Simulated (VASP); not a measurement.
An input for Quantum ESPRESSO's pw.x (written as the equivalent of a VASP run, and not itself run):

```
&CONTROL
  calculation = 'vc-relax'
  pseudo_dir = './pseudo'
  outdir = './out'
  tprnfor = .true.
  tstress = .true.
  nstep = 60
  forc_conv_thr = 0.00039
/
&SYSTEM
  ibrav = 0
  nat = 2
  ntyp = 2
  ecutwfc = 84
  occupations = 'smearing'
  smearing = 'gaussian'
  degauss = 0.003675
  input_dft = 'vdw-df2'
/
&ELECTRONS
  conv_thr = 7.3e-08
  electron_maxstep = 100
/
&IONS
/
&CELL
/
ATOMIC_SPECIES
  Mg 24.305 Mg.upf
  O 15.999 O.upf
CELL_PARAMETERS angstrom
     0.0000000    2.1373971    2.1373971
     2.1373971    0.0000000    2.1373971
     2.1373971    2.1373971    0.0000000
ATOMIC_POSITIONS crystal
  Mg   0.0000000  0.0000000  0.0000000
  O    0.5000000  0.5000000  0.5000000
K_POINTS automatic
  10 10 10 0 0 0
```

**Question.** Translate this input to VASP (INCAR, KPOINTS, POSCAR, choice of POTCAR).

**Answer.** This is not unique; one that fits is 
INCAR:
```
! general
SYSTEM   = MgO
PREC     = Accurate
ENCUT    = 520
LREAL    = F   ! projection in real space or not
LASPH    = T   ! aspherical one-centre terms

! electronic loop
EDIFF    = 1E-6   ! SCF stop (eV)
NELM     = 100
ALGO     = Normal

! smearing
ISMEAR   = 0
SIGMA    = 0.05   ! width (eV)

! functional
GGA      = ML
LUSE_VDW = T
AGGAC    = 0.0
ZAB_VDW  = -1.8867

! ions
IBRION   = 2
NSW      = 60
ISIF     = 3
EDIFFG   = -0.01

! output
LWAVE    = F
LCHARG   = F
```

**POSCAR**
```
MgO
1.0
  0.0000000000   2.1373971441   2.1373971441
  2.1373971441   0.0000000000   2.1373971441
  2.1373971441   2.1373971441   0.0000000000
Mg O
1 1
Cartesian
  0.0000000000   0.0000000000   0.0000000000
  2.1373971441   2.1373971441   2.1373971441
```

**KPOINTS**
```
Automatic mesh
0
Gamma
10 10 10
0 0 0
```

POTCAR, in this order: Mg O (PBE.64 set). Program: vasp_std.

What does not carry over: the potentials are each code's own (VASP's PAW set, PseudoDojo norm-conserving files in pw.x), so ENCUT and ecutwfc are chosen apart and not converted; conv_thr bounds pw.x's estimated SCF error, while EDIFF bounds the energy change between steps; forc_conv_thr acts on force components and is met together with etot_conv_thr.

The compound is MgO in the rock salt structure. It was relaxed first. The start is the result of an earlier pass.
